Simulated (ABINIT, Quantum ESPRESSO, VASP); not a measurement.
Code comparison for Rh (Fm-3m, 1 atom in the cell)

Self-consistent single point.

```
Rh
1.0
    0.00000     1.90000     1.90000
    1.90000     0.00000     1.90000
    1.90000     1.90000     0.00000
Rh
1
Direct
  0.00000   0.00000   0.00000
```

Shared settings, as Quantum ESPRESSO writes them: occupations = smearing; smearing = gaussian; degauss = 0.0147 Ry; K_POINTS = automatic 6 6 6 0 0 0. Potentials and cutoffs stand in the table.

```tsv
code	model	pressure (GPa)	cutoff
Quantum ESPRESSO	PBE, SSSP 1.1.2 efficiency (PBE) pseudopotentials	7.70	60 Ry
VASP	PBE, VASP's PBE PAW potentials (set 64)	7.72	300 eV
ABINIT	PBE, PAW (JTH v2.0 PBE PAW)	8.09	21 Ha
```

On Quantum ESPRESSO's run: spin polarisation is off.

The spread over the programs that give each value: pressure within 0.39 GPa.

On the base mesh (15 15 15 0 0 0) the same programs gave: Quantum ESPRESSO pressure 6.15 GPa; ABINIT pressure 6.54 GPa; VASP pressure 6.17 GPa.

The values differ from the base mesh's, so the mesh still matters here: the table compares the programs at equal settings.

VASP's run is marked for a possible Pulay error in its stress at this cutoff; no cutoff test was made.

The starting cell has typed, rounded lattice constants, without a prior relaxation at this level.

Left out of this page: Ansatz, GPAW, Elk, FLEUR and SIESTA (not drawn, or without a comparable value).
